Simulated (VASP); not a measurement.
NaBi2H2:

```
CELL_PARAMETERS angstrom
4.85146 0.00000 0.00000
-2.42573 4.20149 0.00000
0.00000 0.00000 4.87352
ATOMIC_POSITIONS crystal
Na 0.00000 0.00000 0.00000
Bi 0.33333 0.66667 0.00000
Bi 0.66667 0.33333 0.00000
H 0.33333 0.66667 0.50000
H 0.66667 0.33333 0.50000
```

The cell was built by a generator and needn't be a form met in nature.

The cell isn't the ideal one: random cell by space group and Wyckoff sites (P6/mmm, No. 191).

- Program: VASP 6.6.1
- Task: relaxation of cell and atoms
- Functional: PBE
- Potentials or basis: VASP PAW PBE potentials, release 64 (Na_pv, Bi_d, H)
- Cutoff: 600 eV
- k mesh: 6 × 6 × 4
- Occupations: gaussian, width 0.1 eV
- Spin: no spin polarisation

At the start: pressure 19.0 GPa; volume 19.87 Å³/atom.

**Question.** Where does the relaxation end?

**Answer.** Over 8 steps the energy falls by 670.3 meV/atom and the volume is 25.16 Å³/atom (+26.6 %); space group P6/mmm (No. 191, to 0.05 Å).

The path:
```csv
step,energy change (eV),largest force (eV/Å),pressure (GPa),volume (Å³)
1,0.0000,0.0000,18.95,99.34
2,-3.2900,0.0000,-1.82,134.32
3,-3.2920,0.0000,-1.34,131.60
4,-3.2937,0.0000,-1.49,132.38
5,-3.3456,0.0000,-0.61,128.14
6,-3.3503,0.0000,-0.23,126.56
7,-3.3503,0.0000,-0.19,126.44
8,-3.3513,0.0000,-0.05,125.80
```

Final structure:
```
CELL_PARAMETERS angstrom
5.74511 0.00000 0.00000
-2.87256 4.97541 0.00000
0.00000 0.00000 4.40099
ATOMIC_POSITIONS crystal
Na 0.00000 0.00000 0.00000
Bi 0.33333 0.66667 0.00000
Bi 0.66667 0.33333 0.00000
H 0.33333 0.66667 0.50000
H 0.66667 0.33333 0.50000
```

Caveat: the volume moved by over 15 % at a fixed basis, so the end points are rough.
